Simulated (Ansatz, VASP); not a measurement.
**One calculation of LiTlF3, two programs**

```
CELL_PARAMETERS angstrom
4.00247 0.00000 0.00000
0.00000 4.00247 0.00000
0.00000 0.00000 4.00247
ATOMIC_POSITIONS crystal
Li 0.00000 0.00000 0.00000
Tl 0.50000 0.50000 0.50000
F 0.50000 0.00000 0.00000
F 0.00000 0.50000 0.00000
F 0.00000 0.00000 0.50000
```

Alike in both runs: task relaxation of cell and atoms; functional PBE; k mesh 4 × 4 × 4; occupations gaussian, width 0.1 eV; no spin polarisation.

|  | VASP | Ansatz |
| --- | --- | --- |
| version | VASP 6.6.1 | Ansatz 0.2.0 |
| potentials or method | VASP PAW PBE potentials, release 64 (Li_sv, Tl_d, F) | scalar-relativistic, plane waves, PAW |
| plane-wave cutoff (eV) | 600 | 420 |
| valence electrons in the cell | 37 | 37 |

|  | VASP | Ansatz | Ansatz less VASP |
| --- | --- | --- | --- |
| gap on the k mesh at the Fermi level, each at its own relaxed structure (eV) | none | none | - |
| relaxed volume (Å³/atom) | 11.68 | 11.78 | +0.100 |
| relaxed cell length with the largest relative difference (Å) | 3.879 | 3.890 | +0.0110 |
| energy change over the relaxation (meV/atom) | -21 | -18 | +3.4 |

A gap of «none» marks a metal or a gap that the smearing closes.

Caveats: the k mesh is coarse (spacing up to 0.39 Å⁻¹), so the values aren't converged; the cutoff is under 1.25 times the usual one of these potentials, so pressure, stress and relaxed cells hold a basis-set (Pulay) error (VASP); an odd number of electrons without spin polarisation forces a metal; a magnetic or distorted state may lie lower. The runs have no spin-orbit coupling, so splittings on Tl are missing.
